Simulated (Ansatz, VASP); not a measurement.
BiO4 in VASP and in Ansatz

```
Bi O
1.0
     3.33509    0.00000    0.00000
    -1.66755    2.88828    0.00000
     0.00000    0.00000    8.98365
Bi O
1 4
Direct
  0.00000 0.00000 0.00000
  0.33333 0.66667 0.87547
  0.33333 0.66667 0.48201
  0.66667 0.33333 0.12453
  0.66667 0.33333 0.51799
```

Change from the starting cell: species swapped into the Co4H type (P-3m1, No. 164).

Alike in both runs: functional PBE; k mesh 12 × 12 × 4; occupations gaussian, width 0.1 eV; no spin polarisation.

Ansatz relaxed the structure, and its values are those at the end. VASP's run is a single point on that final structure, the one shown.

|  | VASP | Ansatz |
| --- | --- | --- |
| version | VASP 6.6.1 | Ansatz 0.2.0 |
| potentials or method | VASP PAW PBE potentials, release 64 (Bi_d, O) | scalar-relativistic, plane waves, PAW |
| plane-wave cutoff (eV) | 520 | 420 |
| valence electrons in the cell | 39 | 39 |

```tsv
	VASP	Ansatz	Ansatz less VASP
gap on the k mesh at the Fermi level (eV)	none	none	-
pressure (GPa)	0.1	0.0	-0.13
rms of the force components (eV/Å)	0.018	0.000	-0.0179
```

A gap of «none» marks a metal or a gap that the smearing closes. The functional is the same, so the differences come from potentials, cutoffs and numerics.

Caveats: spin-orbit coupling is left out, which moves the levels of the heavy elements; an odd number of electrons without spin polarisation forces a metal; a magnetic or distorted state may lie lower.
